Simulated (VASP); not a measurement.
Runs of VASP 6.6.1 on NiMoIrPdW. The structure is trigonal, space group P3m1 (No. 156). Conventional cell: a = 2.766 Å, b = 2.766 Å, c = 11.023 Å, α = 90.00°, β = 90.00°, γ = 120.00°. Ni (site symmetry 3m) has 3 Mo at 2.60 Å and 3 Pd at 2.71 Å and 6 Ni at 2.77 Å as nearest neighbours. Mo (site symmetry 3m) has 3 Ni at 2.60 Å and 6 Mo at 2.77 Å and 3 Ir at 2.82 Å as nearest neighbours. Around Pd (site symmetry 3m) lie 3 Ni at 2.71 Å and 3 W at 2.74 Å and 6 Pd at 2.77 Å. Around Ir (site symmetry 3m) lie 3 W at 2.74 Å and 6 Ir at 2.77 Å and 3 Mo at 2.82 Å. Around W (site symmetry 3m) lie 3 Pd at 2.74 Å and 3 Ir at 2.74 Å and 6 W at 2.77 Å. The cell was built by a generator and needn't be a form met in nature.

```tsv
task	level	further INCAR settings	gap on the mesh (eV)	pressure (GPa)	moment (μB)	largest force (eV/Å)
band structure	PBE	ALGO = Fast; EDIFF = 1e-06; NBANDS = 40	-	0.4	0.00	0.14
electrostatic potential	PBE	ALGO = Fast; EDIFF = 1e-06	none	0.4	0.00	0.14
atomic charges	PBE+TS	ALGO = Fast; EDIFF = 1e-06	none	(a)	0.00	0.22
atomic charges	PBE	ALGO = Fast; EDIFF = 1e-06	none	0.4	0.00	0.14
electron localisation function	PBE	ALGO = Fast; EDIFF = 1e-06	none	0.4	0.00	0.14
```

Alike in all rows: potentials or basis VASP PAW PBE potentials, release 64 (Ni, Mo_sv, Pd, Ir, W_sv); spin collinear, ferromagnetic start; cell as given; k mesh 11 × 11 × 3; cutoff (eV) 520; smearing fermi-dirac 0.05 eV.

Problem. Estimate the missing entries.

Solution. (a) -10.8.

Caveats: spin-orbit coupling is left out, which moves the levels of the heavy elements (some runs); atom-pairwise D2, TS and ULG terms overbind metals (some runs); pairwise dispersion overbinds metals, which lowers pressure and volume (some runs).

A k mesh can miss the band edges, and the runs leave out spin-orbit coupling on Ir, Mo, Pd, W.

A gap of «none» marks a metal or a gap under the smearing width.
